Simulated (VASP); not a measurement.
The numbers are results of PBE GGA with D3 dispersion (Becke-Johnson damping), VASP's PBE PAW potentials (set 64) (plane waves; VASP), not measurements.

VASP ran on this input.

**INCAR**
```
ALGO = Normal
EDIFF = 1E-7
EDIFFG = -0.01
ENCUT = 520
GGA = PE
IBRION = 2
ISIF = 4
ISMEAR = 0
IVDW = 12
LASPH = .TRUE.
LCHARG = .FALSE.
LMAXMIX = 4
LREAL = .FALSE.
LWAVE = .FALSE.
NELM = 100
NSW = 30
PREC = Accurate
SIGMA = 0.05
SYSTEM = Mg3Sb2
```

**POSCAR**
```
Mg3Sb2
1
    2.2412995418    -3.8820448352     0.0000000000
    2.2412995418     3.8820448352     0.0000000000
    0.0000000000     0.0000000000     7.0578055737
Mg Sb
3 2
Direct
  1.0000000000   0.0000000000   1.0000000000
  0.3333330000   0.6666670000   0.6324425233
  0.6666670000   0.3333330000   0.3675574767
  0.3333330000   0.6666670000   0.2230065051
  0.6666670000   0.3333330000   0.7769934949
```

### KPOINTS
```
Automatic mesh
0
Gamma
6 6 3
0 0 0
```

POTCAR, in this order: Mg Sb (PBE.64 set). Program: vasp_std.

### Question
What will the output report for the number of irreducible k-points (NKPTS), largest plane-wave count, number of space-group operations, FFT grid (NGX, NGY, NGZ)?

### Answer

The number of irreducible k-points (NKPTS) comes out as 17 and the largest plane-wave count is 3341. The number of space-group operations comes out as 12 and the FFT grid (NGX, NGY, NGZ) is 36 × 36 × 54.

The compound is Mg3Sb2 in the a-la2o3 structure. This cell is one point of a volume scan, at 0.97 of the reference volume. Symmetry was kept, so distortions that lower it aren't found.
